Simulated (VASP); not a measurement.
Fe (bcc) relaxed at rising pressure, in one space group throughout; other phases were not tried. The pressures are those reached. These are PBEsol GGA, VASP's PBE PAW potentials (set 64) (plane waves; VASP 6.6.1) values and carry that method's errors.

```
P (GPa)  V (Å³/atom)    k-mesh
-------  -----------  --------
0.12          10.826  18×18×18
5.00          10.607  18×18×18
10.07         10.401  18×18×18
20.04         10.029  19×19×19
29.75          9.732  19×19×19
```

A change of mesh leaves a small step in the series.

Fit an equation of state and predict the volume at 44.91 GPa.

Least squares on the third-order Birch-Murnaghan form, P = (3B0/2)(y⁷ − y⁵)[1 + (3/4)(B′ − 4)(y² − 1)] with y = (V0/V)^(1/3), gives V0 = 10.834 Å³/atom, B0 = 225 GPa and B′ = 3.8, and so 9.328 Å³/atom. The run gave 9.359 Å³/atom, +0.3 % from the fit.

Pressures at which the relaxation failed are left out.

The compound is Fe in the bcc structure. The spin order is the one that the start imposed; others were not tried in this run.
